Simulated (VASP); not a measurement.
The system is Ge.

```
CELL_PARAMETERS angstrom
0.00000 2.83700 2.83700
2.83700 0.00000 2.83700
2.83700 2.83700 0.00000
ATOMIC_POSITIONS crystal
Ge 0.00000 0.00000 0.00000
Ge 0.25000 0.25000 0.25000
```

Base run:

| Item | Value |
| --- | --- |
| Program | VASP 6.6.1 |
| Functional | PBEsol |
| Potentials or basis | VASP PAW PBE potentials, release 64 (Ge_d) |
| Cutoff | 520 eV |
| k mesh | 10 × 10 × 10 |
| Occupations | gaussian, width 0.03 eV |
| Spin | no spin polarisation |

Its results: pressure 0.3 GPa.

The run is repeated on the same cell with these changes: functional from PBEsol to LDA; potentials or basis from VASP PAW PBE potentials, release 64 (Ge_d) to VASP PAW LDA potentials, release 64 (Ge_d). What comes out?

Pressure -1.5 GPa.

Caveats: the PAW data sets were made with another functional, which shifts forces and pressure a little (some runs).
